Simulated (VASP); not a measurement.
An input for Ansatz (written as the equivalent of a VASP run, and not itself run):

Ansatz 0.2 input:
```yaml
crystal:
  lattice:
    - [3.7493829, 0.0000000, 0.0000000]
    - [0.0000000, 3.7493829, 0.0000000]
    - [0.0000000, 0.0000000, 3.7493829]
  atoms:
    - { symbol: Cs, position: [0.0000000, 0.0000000, 0.0000000] }
    - { symbol: I, position: [0.5000000, 0.5000000, 0.5000000] }
kpoints:
  mp_grid: { grid: [7, 7, 7] }
hamiltonian:
  xc: pbesol
  pseudopotentials: { kind: paw }
scf:
  occupations: { method: gaussian, width: 0.05 }
  max_iter: 100
relax:
  max_steps: 40
  f_tol: 0.02
  cell: { p_target: 45 }
output: { forces: true, stress: true, eigenvalues: true }
```

Q: Write the VASP files for the same calculation (PBEsol).

A: One answer among several that fit: 
**INCAR**
```
SYSTEM = CsI
PREC = Accurate; ENCUT = 500; LREAL = F
LASPH = T
EDIFF = 1E-6; NELM = 100; ALGO = Normal
LMAXMIX = 4
ISMEAR = 0; SIGMA = 0.05
GGA = PS
IBRION = 2; NSW = 40; ISIF = 3
EDIFFG = -0.02; PSTRESS = 450
LWAVE = F; LCHARG = F
```

KPOINTS:
```
Automatic
0
Gamma
  7 7 7
0 0 0
```

POSCAR:
```
CsI
1
    3.7493829026     0.0000000000     0.0000000000
    0.0000000000     3.7493829026     0.0000000000
    0.0000000000     0.0000000000     3.7493829026
Cs I
1 1
Direct
  0.0000000000   0.0000000000   0.0000000000
  0.5000000000   0.5000000000   0.5000000000
```

POTCAR, in this order: Cs_sv I (PBE.64 set). Program: vasp_std.

The two are equivalent in intent, not identical: each code has its own PAW files, so the cut-off isn't converted (ENCUT is set for VASP's; basis.ecutwfc is left out, and Ansatz then takes the one that its files recommend); Ansatz stops its SCF on the density residual and VASP on the energy change (EDIFF).

The compound is CsI in the CsCl type structure. This run relaxes it under an external pressure of 45 GPa. Symmetry was kept, so distortions that lower it aren't found.
